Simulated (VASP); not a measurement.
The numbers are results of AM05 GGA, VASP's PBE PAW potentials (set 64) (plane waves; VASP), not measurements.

The input files of a VASP run:

File KPOINTS:
```
Automatic mesh
0
G
 12 12 7
0 0 0
```

**POSCAR**
```
Hf
3.1823460
  0.5008352329  -0.8655425903   0.0000000000
  0.5008352329   0.8655425903   0.0000000000
  0.0000000000   0.0000000000   1.5875391928
Hf
2
Cartesian
  0.5008352329   0.2885147738   0.3968847982
  0.5142696372  -0.2885147738   1.1906543946
```

INCAR:
```
SYSTEM = Hf
PREC = Accurate
ENCUT = 400
EDIFF = 1E-6
NELM = 100
ALGO = Normal
LREAL = .FALSE.
LASPH = .TRUE.
ISMEAR = 1
SIGMA = 0.1
GGA = AM
LMAXMIX = 6
LWAVE = .FALSE.
LCHARG = .FALSE.
ISIF = 2
```

POTCAR, in this order: Hf_pv (PBE.64 set). Program: vasp_std.

What will the output report for the number of irreducible k-points (NKPTS), number of bands (NBANDS), largest plane-wave count, number of space-group operations, FFT grid (NGX, NGY, NGZ)?

```yaml
number of irreducible k-points (NKPTS): 296
number of bands (NBANDS): 14
largest_plane_wave_count: 819
number_of_space_group_operations: 4
FFT grid (NGX, NGY, NGZ): 24 × 24 × 36
```

The compound is Hf in the hcp structure. The cell was not relaxed at this level, atoms are displaced from their ideal sites. The run is one of a series of settings (GGA = AM against the base run), some of them coarse on purpose.
